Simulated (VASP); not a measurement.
# Nb3B5 in VASP: notebook, part 3 of 3

VASP 6.6.1. The steps go on from the part before.

**5. Relaxation of cell and atoms, PBE**

This run uses another cell than the first one, of 12.17 Å³/atom, 0.916 times its volume.

Input file INCAR:

```
ALGO     = Fast           # electronic algorithm
EDIFF    = 1E-4           # SCF threshold, eV
EDIFFG   = -0.08          # ionic threshold
ENCUT    = 520            # plane-wave cutoff, eV
GGA      = PE             # functional
IBRION   = 2              # ionic algorithm
ISIF     = 3              # what is computed and relaxed
ISMEAR   = 0              # smearing method
LASPH    = T              # aspherical terms in the spheres
LCHARG   = F              # write CHGCAR
LREAL    = F              # projectors in reciprocal space
LWAVE    = F              # write WAVECAR
NELM     = 60             # most SCF steps
NSW      = 24             # ionic steps
PREC     = Normal         # precision mode
SIGMA    = 0.15           # smearing width, eV
```

Input file KPOINTS:

```
k-points
0
Gamma
  4 4 3
```

Input file POSCAR:

```
Nb3B5
1.0
    4.2715037300      0.0000000000      0.0000000000
    0.0000000000      4.2715037300      0.0000000000
    0.0000000000      0.0000000000      5.3361011200
Nb B
3 5
Direct
    0.0000000000      0.5000000000      0.5000000000
    0.5000000000      0.0000000000      0.5000000000
    0.0000000000      0.0000000000      0.0000000000
    0.7378273100      0.5000000000      0.0000000000
    0.2621726900      0.5000000000      0.0000000000
    0.5000000000      0.7378273100      0.0000000000
    0.5000000000      0.2621726900      0.0000000000
    0.0000000000      0.0000000000      0.5000000000
```

Potentials or basis: VASP PAW PBE potentials, release 64 (Nb_sv, B).

Started as:

```console
$ cat potpaw_PBE.64/Nb_sv/POTCAR potpaw_PBE.64/B/POTCAR > POTCAR
$ mpirun -np 1 vasp_std > vasp.out
```

OUTCAR:

```text
EDIFF = 1E-4
   EDIFFG = -0.08
   ENCUT = 520
   GGA = PE
   IBRION = 2
   ISIF = 3
   ISMEAR = 0
   LASPH = T
   LREAL = F
   NELM = 60
   NSW = 24
   PREC = Normal

 ion  position               nearest neighbor table
   1  0.000  0.500  0.500-   8 2.14   8 2.14   2 3.02   2 3.02   2 3.02   2 3.02
   2  0.500  0.000  0.500-   8 2.14   8 2.14   1 3.02   1 3.02   1 3.02   1 3.02
   3  0.000  0.000  0.000-   4 2.41   5 2.41   6 2.41   7 2.41   4 2.41   5 2.41   6 2.41   7 2.41

   4  0.738  0.500  0.000-   6 1.44   7 1.44   5 2.03   3 2.41   3 2.41
   5  0.262  0.500  0.000-   6 1.44   7 1.44   4 2.03   3 2.41   3 2.41
   6  0.500  0.738  0.000-   4 1.44   5 1.44   7 2.03   3 2.41   3 2.41
   7  0.500  0.262  0.000-   4 1.44   5 1.44   6 2.03   3 2.41   3 2.41
   8  0.000  0.000  0.500-   1 2.14   2 2.14   1 2.14   2 2.14

  LATTYP: Found a simple tetragonal cell.
 ALAT       =     4.2715037300
 C/A-ratio  =     1.2492324617

  Lattice vectors:

 A1 = (   4.2715037300,   0.0000000000,   0.0000000000)
 A2 = (   0.0000000000,   4.2715037300,   0.0000000000)
 A3 = (   0.0000000000,   0.0000000000,   5.3361011200)

Analysis of symmetry for initial positions (statically):
=====================================================================
 Subroutine PRICEL returns:
 Original cell was already a primitive cell.

 Routine SETGRP: Setting up the symmetry group for a
 simple tetragonal supercell.

 Subroutine GETGRP returns: Found 16 space group operations
 (whereof 16 operations were pure point group operations)
[... 289 lines left out ...]

[... ionic steps 4 to 8 ...]

--------------------------------------- Ionic step        9  -------------------------------------------

 number of electron      53.9999970 magnetization

------------------------ aborting loop because EDIFF is reached ----------------------------------------
[... 37 lines left out ...]
--------------------------------------- Ionic step       10  -------------------------------------------

 number of electron      53.9999981 magnetization

 E-fermi :   9.9032     XC(G=0): -12.2024

 val. band max:        9.8674962461   @ k =   0.5000   0.5000   0.3333
 cond. band min:       9.9346147524   @ k =   0.0000   0.0000   0.3333
 fundamental gap:      0.0671185063
 Fermi energy:         9.9032419927

 k-point     1 :       0.0000    0.0000    0.0000
  band No.  band energies     occupation
      1     -45.5954      2.00000
      2     -45.1641      2.00000
      3     -45.0922      2.00000
      4     -21.8321      2.00000
      5     -21.8321      2.00000
      6     -21.8264      2.00000
[... 450 lines left out ...]
--------------------------------------- Ionic step       11  -------------------------------------------

 number of electron      53.9999971 magnetization

 Free energy of the ion-electron system (eV)
  ---------------------------------------------------
  ext. energy  EPLUGINS =         0.00000000
  ---------------------------------------------------
  free energy    TOTEN  =       -64.50994466 eV

  energy without entropy =      -64.44629704  energy(sigma->0) =      -64.47812085

 E-fermi :  10.1522     XC(G=0): -12.2952

 val. band max:       10.1034767191   @ k =   0.5000   0.5000   0.3333
 cond. band min:      10.1928618127   @ k =   0.2500   0.0000   0.3333
 fundamental gap:      0.0893850936
 Fermi energy:        10.1521783337

 k-point     1 :       0.0000    0.0000    0.0000
  band No.  band energies     occupation
      1     -45.3190      2.00000
      2     -44.8949      2.00000
      3     -44.8156      2.00000
      4     -21.5815      2.00000
      5     -21.5815      2.00000
      6     -21.5804      2.00000
[... 444 lines left out ...]
  FREE ENERGIE OF THE ION-ELECTRON SYSTEM (eV)
  ---------------------------------------------------
  free  energy   TOTEN  =       -64.5099446590 eV

  energy  without entropy=      -64.4462970351  energy(sigma->0) =      -64.47812085

 reached required accuracy - stopping structural energy minimisation
```

OSZICAR:

```text
N       E                     dE             d eps       ncg     rms          rms(c)
DAV:   1     0.556298159736E+03    0.55630E+03   -0.29018E+04   768   0.169E+03
DAV:   2    -0.262272401176E+02   -0.58253E+03   -0.57447E+03   968   0.625E+02
DAV:   3    -0.724237406021E+02   -0.46197E+02   -0.45549E+02  1352   0.134E+02
DAV:   4    -0.756390299884E+02   -0.32153E+01   -0.31990E+01  1256   0.289E+01
[... 215 lines left out ...]
RMM:   5    -0.645090504245E+02   -0.24735E-03   -0.11444E-02  1099   0.654E-01    0.112E-01
RMM:   6    -0.645095549743E+02   -0.50455E-03   -0.46541E-03  1069   0.332E-01    0.858E-02
RMM:   7    -0.645097604791E+02   -0.20550E-03   -0.16707E-03   825   0.203E-01    0.381E-02
RMM:   8    -0.645099054857E+02   -0.14501E-03   -0.95515E-04   688   0.138E-01    0.108E-02
RMM:   9    -0.645099446590E+02   -0.39173E-04   -0.43032E-04   597   0.122E-01
  11 F= -.64509945E+02 E0= -.64478121E+02  d E =-.335582E-01
```

It took 3.2 min on 1 thread of Intel Xeon Platinum 8488C (Sapphire Rapids), shared host; peak memory 0.17 GiB.

What came out:

* Free energy: -64.5099 eV
* Relaxed volume: 11.09 Å³/atom
* Relaxed cell: a = 4.389 Å, b = 4.389 Å, c = 4.605 Å, α = 90.00°, β = 90.00°, γ = 90.00°
* Space group after relaxing (to 0.05 Å): P4/mmm (No. 123)
* Energy gained by relaxing: 675.0 meV/atom
* Ionic steps: 11
* Pressure after relaxing: -0.2 GPa
* Largest force after relaxing: 0.037 eV/Å
* Band gap on the k mesh: none (metal or under the smearing width)

Forces on the atoms (eV/Å):
```
Nb   0.000  0.000  0.000
Nb   0.000  0.000  0.000
Nb   0.000  0.000  0.000
B    0.037  0.000  0.000
B   -0.037  0.000  0.000
B    0.000  0.037  0.000
B    0.000 -0.037  0.000
B    0.000  0.000  0.000
```

Step by step:
```
step  energy change (eV)  largest force (eV/Å)  pressure (GPa)  volume (Å³)
   1              0.0000               11.1047            9.53        97.36
   2              1.8031               15.6858           -4.48       106.70
   3             -4.1514                0.9789          -19.30       101.94
   4             -4.2419                0.5987          -18.83       101.55
   5             -4.3118                0.3623          -16.91       100.69
   6             -4.9142                1.0254           13.26        85.31
   7             -5.0532                0.5058            2.31        89.48
   8             -5.3600                0.0699            4.46        87.13
   9             -5.3661                0.0235            5.15        86.77
  10             -5.3735                0.0748           -4.47        90.47
  11             -5.3996                0.0365           -0.17        88.71
```

Final structure:
```xyz
8
Lattice="4.3890 0.0000 0.0000 0.0000 4.3890 0.0000 0.0000 0.0000 4.6052" Properties=species:S:1:pos:R:3 pbc="T T T"
Nb    0.0000    2.1945    2.3026
Nb    2.1945    0.0000    2.3026
Nb    0.0000    0.0000    0.0000
B     3.4745    2.1945    0.0000
B     0.9146    2.1945    4.6052
B     2.1945    3.4745    0.0000
B     2.1945    0.9146    0.0000
B     0.0000    0.0000    2.3026
```

Levels at points of the mesh, in eV from the Fermi level:
```
           k point  band 23  band 24  band 25  band 26  band 27  band 28  band 29  band 30  band 31  band 32
(0.00, 0.00, 0.00)    -1.96    -1.60    -0.25    -0.25     0.34     0.34     0.44     0.85     1.35     1.71
(0.50, 0.00, 0.00)    -2.78    -1.75    -1.14    -0.50    -0.18    -0.08     0.05     0.73     1.27     2.36
(0.50, 0.50, 0.00)    -3.19    -2.15    -1.94    -1.94    -0.65     0.53     0.53     0.78     1.39     2.53
```

Caveat: the k mesh is coarse (spacing up to 0.39 Å⁻¹), so the values aren't converged; the relaxation stopped at a loose force limit of 0.08 eV/Å, so its end isn't a converged minimum.

**6. Overview**

| k mesh | mesh quality | gap on the mesh (eV) | pressure (GPa) | relaxed volume (Å³/atom) | largest force (eV/Å) |
| --- | --- | --- | --- | --- | --- |
| 4 × 4 × 4 | not flagged | none | -0.5 | - | - |
| 5 × 5 × 3 | not flagged | none | 0.4 | 10.78 | - |
| 6 × 6 × 2 | coarse | none | 0.0 | 10.16 | 0.08 |
| 4 × 4 × 3 | coarse | none | -0.2 | 11.09 | 0.04 |

Alike in all rows: task relaxation of cell and atoms; level PBE; potentials or basis VASP PAW PBE potentials, release 64 (Nb_sv, B); no spin polarisation; cell relaxed; cutoff (eV) 520; smearing gaussian 0.15 eV.

Caveats: some runs use coarse meshes; the relaxation stopped at a loose force limit of 0.08 eV/Å, so its end isn't a converged minimum.

Total energies depend on the potentials used, so only differences within one code and one set of settings carry meaning.
